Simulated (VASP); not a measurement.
Calculation: PBEsol GGA, VASP's PBE PAW potentials (set 64) (plane waves; VASP).

The input files of a VASP run:

File KPOINTS:
```
K-points
0
gamma
  10 10 1
```

File POSCAR:
```
Rh(100) slab
1.0
  2.6727229328   0.0000000000   0.0000000000
  0.0000000000   2.6727229328   0.0000000000
  0.0000000000   0.0000000000  26.2596679825
Rh
6
direct
  0.0000000000   0.5000000000   0.3229085531
  0.5000000000   0.0000000000   0.3916161770
  0.0000000000   0.5000000000   0.4637234490
  0.5000000000   0.0000000000   0.5362765510
  0.0000000000   0.5000000000   0.6083838230
  0.5000000000   0.0000000000   0.6770914469
```

**INCAR**
```
SYSTEM=Rh(100) slab
PREC=Normal; ENCUT=400; LREAL=F
LASPH=T
EDIFF=1E-6; NELM=100; NELMIN=4
ALGO=Normal; LMAXMIX=4
ISMEAR=1; SIGMA=0.1
GGA=PS
LWAVE=F; LCHARG=F; LORBIT=11
LVHAR=T
DIPOL=0.5 0.5 0.5
LDIPOL=T; IDIPOL=3
```

POTCAR, in this order: Rh_pv (PBE.64 set). Program: vasp_std. Read from the step before: WAVECAR.

Output of the run:

### OUTCAR
```
 ion  position               nearest neighbor table
   1  0.000  0.500  0.323-   2 2.61   2 2.61   2 2.61   2 2.61
   2  0.500  0.000  0.392-   1 2.61   1 2.61   1 2.61   1 2.61   3 2.68   3 2.68   3 2.68   3 2.68
  LATTYP: Found a simple tetragonal cell.
 ALAT       =     2.6727229328
 C/A-ratio  =     9.8250617976
 Subroutine PRICEL returns:
 Original cell was already a primitive cell.
 Subroutine GETGRP returns: Found 16 space group operations
The static configuration has the point symmetry D_2d.
 The point group associated with its full space group is D_4h.
The dynamic configuration has the point symmetry D_2d.
 Subroutine INISYM returns: Found 16 space group operations
 Subroutine IBZKPT returns following result:
 Found     21 irreducible k-points:

 Following reciprocal coordinates:
            Coordinates               Weight
  0.000000  0.000000  0.000000      1.000000
  0.100000  0.000000  0.000000      4.000000
  0.200000  0.000000  0.000000      4.000000
  0.300000  0.000000  0.000000      4.000000
  0.400000  0.000000  0.000000      4.000000
  0.500000  0.000000  0.000000      2.000000
  0.100000  0.100000  0.000000      4.000000
  0.200000  0.100000  0.000000      8.000000
  0.300000  0.100000  0.000000      8.000000
  0.400000  0.100000  0.000000      8.000000
  0.500000  0.100000  0.000000      4.000000
  0.200000  0.200000  0.000000      4.000000
  0.300000  0.200000  0.000000      8.000000
  0.400000  0.200000  0.000000      8.000000
  0.500000  0.200000  0.000000      4.000000
  0.300000  0.300000  0.000000      4.000000
  0.400000  0.300000  0.000000      8.000000
  0.500000  0.300000  0.000000      4.000000
  0.400000  0.400000  0.000000      4.000000
  0.500000  0.400000  0.000000      4.000000
  0.500000  0.500000  0.000000      1.000000
   k-points           NKPTS =     21   k-points in BZ     NKDIM =     21   number of bands    NBANDS=     54
   number of dos      NEDOS =    301   number of ions     NIONS =      6
   total plane-waves  NPLWV =  25088
   dimension x,y,z NGX =    14 NGY =   14 NGZ =  128
   dimension x,y,z NGXF=    28 NGYF=   28 NGZF=  256
   ions per type =               6
   PREC   = normal    normal or accurate (medium, high low for compatibility)
   ISTART =      1    job   : 0-new  1-cont  2-samecut
   ICHARG =      0    charge: 1-file 2-atom 10-const
   ISPIN  =      1    spin polarized calculation?
   LNONCOLLINEAR =      F non collinear calculations
   LSORBIT =      F    spin-orbit coupling
   INIWAV =      1    electr: 0-lowe 1-rand  2-diag
   ENCUT  =  400.0 eV  29.40 Ry    5.42 a.u.   4.36  4.36 42.82*2*pi/ulx,y,z
   NELM   =    100;   NELMIN=  4; NELMDL=  0     # of ELM steps
   EDIFF  = 0.1E-05   stopping-criterion for ELM
   LREAL  =      F    real-space projection
   NLSPLINE    = F    spline interpolate recip. space projectors
   LMAXMIX     =    4 max onsite mixed and CHGCAR
   VOSKOWN=      0    Vosko Wilk Nusair interpolation
   EDIFFG = 0.1E-04   stopping-criterion for IOM
   NSW    =      0    number of steps for IOM
   NBLOCK =      1;   KBLOCK =      1    inner block; outer block
   IBRION =     -1    ionic relax: 0-MD 1-quasi-New 2-CG
   NFREE  =      0    steps in history (QN), initial steepest desc. (CG)
   ISIF   =      2    stress and relaxation
   ISYM   =      2    0-nonsym 1-usesym 2-fastsym
   TEIN   =    0.0    initial temperature
   TEBEG  =    0.0;   TEEND  =   0.0 temperature during run
   SMASS  =  -3.00    Nose mass-parameter (am)
   PSTRESS=    0.0 pullay stress
   NELECT =      90.0000    total number of electrons
   EFERMI =   0.00;   METHOD = LEGACY
   ISMEAR =     1;   SIGMA  =   0.10  broadening in eV -4-tet -1-fermi 0-gaus
   IALGO  =     38    algorithm
   LDIAG  =      T    sub-space diagonalisation (order eigenvalues)
...
```

File OSZICAR:
```
       N       E                     dE             d eps       ncg     rms          rms(c)
DAV:   1    -0.463770991660E+02   -0.46377E+02   -0.91420E-03  2416   0.101E+00    0.535E-01
DAV:   2    -0.464351718358E+02   -0.58073E-01   -0.21593E-01  2476   0.469E+00    0.236E+00
DAV:   3    -0.463812074597E+02    0.53964E-01   -0.16176E-01  2580   0.346E+00    0.853E-01
DAV:   4    -0.463733269076E+02    0.78806E-02   -0.19135E-02  2428   0.104E+00    0.361E-02
DAV:   5    -0.463734199590E+02   -0.93051E-04   -0.59268E-04  2380   0.127E-01    0.359E-02
DAV:   6    -0.463734160958E+02    0.38632E-05   -0.15261E-05  2380   0.272E-02    0.184E-02
DAV:   7    -0.463734143713E+02    0.17245E-05   -0.55671E-06  1458   0.190E-02    0.466E-03
DAV:   8    -0.463734148182E+02   -0.44689E-06   -0.85616E-07  1294   0.809E-03
   1 F= -.46373415E+02 E0= -.46376906E+02  d E =0.104724E-01
```

### OUTCAR
```
------------------------ aborting loop because EDIFF is reached ----------------------------------------
  FORCE on cell =-STRESS in cart. coord.  units (eV):
  Direction    XX          YY          ZZ          XY          YZ          ZX
  --------------------------------------------------------------------------------------
  Total       -3.2667056     -3.2667056     -0.7057346      0.0000000      0.0000000      0.0000000
  in kB      -27.9012376    -27.9012376     -6.0277448      0.0000000      0.0000000      0.0000000
  external PRESSURE =     -20.6100733 kB  Pullay stress =       0.0000000 kB
  volume of cell :      187.58
      direct lattice vectors                 reciprocal lattice vectors
     2.672722933  0.000000000  0.000000000     0.374150267  0.000000000  0.000000000
     0.000000000  2.672722933  0.000000000     0.000000000  0.374150267  0.000000000
     0.000000000  0.000000000 26.259667983     0.000000000  0.000000000  0.038081213
 POSITION                                       TOTAL-FORCE (eV/Angst)
 -----------------------------------------------------------------------------------
      0.00000      1.33636      8.47947        -0.000000      0.000000     -0.006946
      1.33636      0.00000     10.28371         0.000000      0.000000      0.015091
      0.00000      1.33636     12.17722         0.000000      0.000000     -0.011025
      1.33636      0.00000     14.08244        -0.000000      0.000000      0.011025
      0.00000      1.33636     15.97596        -0.000000      0.000000     -0.015091
      1.33636      0.00000     17.78020         0.000000      0.000000      0.006946
 -----------------------------------------------------------------------------------
    total drift:                                0.000000      0.000000      0.000000
  FREE ENERGIE OF THE ION-ELECTRON SYSTEM (eV)
  ---------------------------------------------------
  free  energy   TOTEN  =       -46.3734148182 eV

  energy  without entropy=      -46.3838871827  energy(sigma->0) =      -46.37690561

 total charge

# of ion       s       p       d       tot
------------------------------------------
    1        0.391   6.213   7.114  13.718
    2        0.423   6.333   7.065  13.821
    3        0.417   6.317   7.068  13.802
    4        0.417   6.317   7.068  13.802
    5        0.423   6.333   7.065  13.821
    6        0.391   6.213   7.114  13.718
--------------------------------------------------
tot          2.461  37.725  42.495  82.681
```
(Selected blocks of OUTCAR.)

The cell is a thin slab with vacuum, built from Rh (fcc): (100) face.
